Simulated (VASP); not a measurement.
H2, in a box:

```
CELL_PARAMETERS angstrom
10.00000 0.00000 0.00000
0.00000 10.00000 0.00000
0.00000 0.00000 10.00000
ATOMIC_POSITIONS crystal
H 0.50000 0.50000 0.44850
H 0.50000 0.50000 0.55150
```

Base run:

```yaml
Program: VASP 6.6.1
Functional: r2SCAN
Potentials_or_basis: VASP PAW PBE potentials, release 64 (H)
Cutoff: 450 eV
k_mesh: 1 × 1 × 1
Occupations: gaussian, width 0.02 eV
Spin: no spin polarisation
```

Its results: gap between the frontier levels 9.23 eV; largest force 4.645 eV/Å.

**Question.** The run is repeated on the same cell with these changes: functional from r2SCAN to HSE06. What comes out?

**Answer.** Gap between the frontier levels 9.79 eV; largest force 4.627 eV/Å.

HSE06 gives the wider gap, since exact exchange removes part of the self-interaction.

Caveats: the PAW data sets were made with another functional, which shifts forces and pressure a little.

